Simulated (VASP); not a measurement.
Input for VASP

File KPOINTS:
```
Automatic
0
gamma
  11 11 6
0 0 0
```

**INCAR**
```
! general
SYSTEM  = AgF
PREC    = Accurate
ENCUT   = 520   ! plane-wave cut-off (eV)
LREAL   = F
LASPH   = T   ! aspherical one-centre terms

! electronic loop
EDIFF   = 1E-7   ! SCF stop (eV)
NELM    = 100   ! most electronic steps
ALGO    = Normal   ! blocked Davidson
LMAXMIX = 4

! smearing
ISMEAR  = -5   ! tetrahedra, Bloechl

! functional
GGA     = PS   ! PBEsol

! ions
ISIF    = 2   ! forces and stress, cell fixed

! output
LWAVE   = F
LCHARG  = T
LORBIT  = 11
NEDOS   = 601   ! DOS grid

! other
LEFG    = T
```

POSCAR:
```
AgF
1
    3.7532105797     0.0000000000     0.0000000000
   -1.8766052899     3.2503751962     0.0000000000
    0.0000000000     0.0000000000     6.1432944404
Ag F
2 2
Direct
  0.3333330000   0.6666670000   0.0005740818
  0.6666670000   0.3333330000   0.5005740818
  0.3333330000   0.6666670000   0.3744259182
  0.6666670000   0.3333330000   0.8744259182
```

POTCAR, in this order: Ag F (PBE.64 set). Program: vasp_std.

### Question
Write an equivalent input for Quantum ESPRESSO's pw.x.

### Answer
One equivalent input (not run):
```
&CONTROL
  calculation = 'scf'
  pseudo_dir = './pseudo'
  outdir = './out'
  tprnfor = .true.
  tstress = .true.
/
&SYSTEM
  ibrav = 0
  nat = 4
  ntyp = 2
  ecutwfc = 84
  occupations = 'tetrahedra'
  input_dft = 'pbesol'
/
&ELECTRONS
  conv_thr = 7.3e-09
  electron_maxstep = 100
/
ATOMIC_SPECIES
  Ag 107.868 Ag.upf
  F 18.998 F.upf
CELL_PARAMETERS angstrom
     3.7532106    0.0000000    0.0000000
    -1.8766053    3.2503752    0.0000000
     0.0000000    0.0000000    6.1432944
ATOMIC_POSITIONS crystal
  Ag   0.3333330  0.6666670  0.0005741
  Ag   0.6666670  0.3333330  0.5005741
  F    0.3333330  0.6666670  0.3744259
  F    0.6666670  0.3333330  0.8744259
K_POINTS automatic
  11 11 6 0 0 0
```
The two are equivalent in intent, not identical: the potentials are each code's own (VASP's PAW set, PseudoDojo norm-conserving files in pw.x), so ENCUT and ecutwfc are chosen apart and not converted; conv_thr bounds pw.x's estimated SCF error, while EDIFF bounds the energy change between steps; the field gradients of LEFG aren't asked of the other code.

The structure was generated: AgF was put into the wurtzite type (P6_3mc), which need not be its known phase. It was relaxed first, which changed the volume by +48 %.
